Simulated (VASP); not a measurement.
Energy against volume of Ho (hcp). Level of theory: optB86b-vdW, VASP's PBE PAW potentials (set 64) (plane waves; VASP 6.6.1). Settings: 520 eV cut-off, 12×12×7 Γ-centred mesh, first-order Methfessel-Paxton smearing of 0.10 eV, potentials Ho_3.

The 4f electrons are frozen in the core of the lanthanide potential, so 4f levels, which can set the real gap, and their magnetism are missing.

Shape and ions are relaxed at each volume.

```json
[
 {"V (Å³/atom)": "29.178", "E (eV/atom)": "-2.06530"},
 {"V (Å³/atom)": "30.080", "E (eV/atom)": "-2.06852"},
 {"V (Å³/atom)": "30.982", "E (eV/atom)": "-2.06457"},
 {"V (Å³/atom)": "31.885", "E (eV/atom)": "-2.05426"}
]
```

**Question.** Fit these four points and predict the energy of the run at 28.275 Å³/atom.

**Answer.** A cubic in V^(−2/3), the third-order Birch-Murnaghan form, passes through the four points with V0 = 30.02 Å³/atom and B0 = 43 GPa, and gives -2.0540 eV/atom there. The run gave -2.0535 eV/atom, +0.4 meV/atom from the fit; all five points give B0 = 43 GPa.

The compound is Ho in the hcp structure. It was relaxed first.
